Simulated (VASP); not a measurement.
Data:

```
CELL_PARAMETERS angstrom
      0.00000     2.95829     2.95829
      2.95829     0.00000     2.95829
      2.95829     2.95829     0.00000
ATOMIC_POSITIONS crystal
  Li 0.25000 0.25000 0.25000
  Li 0.75000 0.75000 0.75000
  Se 0.00000 0.00000 0.00000
```

Method: rev-vdW-DF2, VASP's PBE PAW potentials (set 64) (plane waves; VASP). Settings: 520 eV cut-off, 7×7×7 Γ-centred mesh, Gaussian smearing of 0.050 eV, potentials Li_sv Se.

Problem. Estimate the energy per atom (σ→0), pressure.

Solution. 
- energy per atom (σ→0) = -2.778 eV/atom
- pressure = 1.20 GPa

The absolute energy has meaning only against runs of the same code, potentials and settings.

The compound is Li2Se in the antifluorite structure. This cell is one point of a volume scan, at 0.97 of the reference volume.
